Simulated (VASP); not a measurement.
Output of a VASP run:

**OSZICAR**
```
       N       E                     dE             d eps       ncg     rms          rms(c)
DAV:   1     0.114688279963E+03    0.11469E+03   -0.55474E+03 17200   0.338E+02
DAV:   2    -0.119808742547E+01   -0.11589E+03   -0.98450E+02 20843   0.123E+02
DAV:   3    -0.692976735319E+01   -0.57317E+01   -0.56697E+01 21198   0.280E+01
DAV:   4    -0.694835931602E+01   -0.18592E-01   -0.18588E-01 20661   0.165E+00
DAV:   5    -0.694843399868E+01   -0.74683E-04   -0.74681E-04 20190   0.104E-01    0.895E+00
DAV:   6    -0.680506938165E+01    0.14336E+00   -0.32408E-02 20741   0.278E+00    0.575E+00
DAV:   7    -0.679462613980E+01    0.10443E-01   -0.95044E-03 20670   0.422E-01    0.236E+00
DAV:   8    -0.679281648575E+01    0.18097E-02   -0.16374E-03 20921   0.172E-01    0.105E-01
DAV:   9    -0.679275149836E+01    0.64987E-04   -0.90155E-05 20208   0.523E-02    0.334E-02
DAV:  10    -0.679275446839E+01   -0.29700E-05   -0.88783E-06 20139   0.153E-02    0.229E-02
DAV:  11    -0.679275415787E+01    0.31052E-06   -0.34132E-07 20348   0.558E-03    0.182E-03
DAV:  12    -0.679275416376E+01   -0.58919E-08   -0.11217E-07 18552   0.134E-03
   1 F= -.67927542E+01 E0= -.67927542E+01  d E =-.213544E-27
 imaginary and real dielectric function
```

**OUTCAR**
```
------------------------ aborting loop because EDIFF is reached ----------------------------------------
  FORCE on cell =-STRESS in cart. coord.  units (eV):
  Direction    XX          YY          ZZ          XY          YZ          ZX
  --------------------------------------------------------------------------------------
  Total        0.0038376      0.0038376      0.0038376     -0.0000000      0.0000000      0.0000000
  in kB        0.1606659      0.1606659      0.1606659     -0.0000000      0.0000000      0.0000000
  external PRESSURE =       0.1606659 kB  Pullay stress =       0.0000000 kB
  volume of cell :       38.27
      direct lattice vectors                 reciprocal lattice vectors
     0.000000000  2.674673723  2.674673723    -0.186938689  0.186938689  0.186938689
     2.674673723  0.000000000  2.674673723     0.186938689 -0.186938689  0.186938689
     2.674673723  2.674673723  0.000000000     0.186938689  0.186938689 -0.186938689
  FREE ENERGIE OF THE ION-ELECTRON SYSTEM (eV)
  ---------------------------------------------------
  free  energy   TOTEN  =        -6.7927541638 eV

  energy  without entropy=       -6.7927541638  energy(sigma->0) =       -6.79275416

 plasma frequency squared (from intraband transitions) (eV^2)
  --------------------------------------------------------------------------------------
       0.000       0.000      -0.000
       0.000       0.000       0.000
      -0.000       0.000       0.000

 plasma frequency squared (from interband transitions, int dw w eps(2)(w)) (eV^2)
  --------------------------------------------------------------------------------------
     519.888       0.000      -0.000       0.000       0.000       0.000
      -0.000      -0.000     519.888       0.000      -0.000       0.000
       0.000      -0.000      -0.000      -0.000     519.888       0.000
```
(Selected blocks of OUTCAR.)

### POSCAR
```
AgCl
1
   -0.0000000000     2.6746737228     2.6746737228
    2.6746737228     0.0000000000     2.6746737228
    2.6746737228     2.6746737228     0.0000000000
Ag Cl
1 1
Direct
  1.0000000000   1.0000000000   1.0000000000
  0.5000000000   0.5000000000   0.5000000000
```

Problem. Reconstruct the remaining input files.

Solution. Several could match; the one computed here: the input of the run itself, LDA (Ceperley-Alder, Perdew-Zunger), plane waves, VASP's LDA PAW potentials (set 64).

### INCAR
```
# general
SYSTEM =AgCl
PREC   =Accurate
ENCUT  =400
LREAL  =.FALSE.
LASPH  =.TRUE.
NBANDS =39

# electronic loop
EDIFF  =1E-7
NELM   =100
ALGO   =Normal
LMAXMIX=4

# smearing
ISMEAR =0
SIGMA  =0.01

# output
LWAVE  =.FALSE.
LCHARG =.FALSE.
NEDOS  =1001

# other
LOPTICS=.TRUE.
CSHIFT =0.1
```

KPOINTS:
```
Automatic
0
Gamma
  19 19 19
```

POTCAR, in this order: Ag Cl (LDA.64 set). Program: vasp_std.

The structure comes from a computed database's AgCl entry (Fm-3m); how it stands against other phases isn't given here. It was relaxed first, which changed the volume by -10 %.
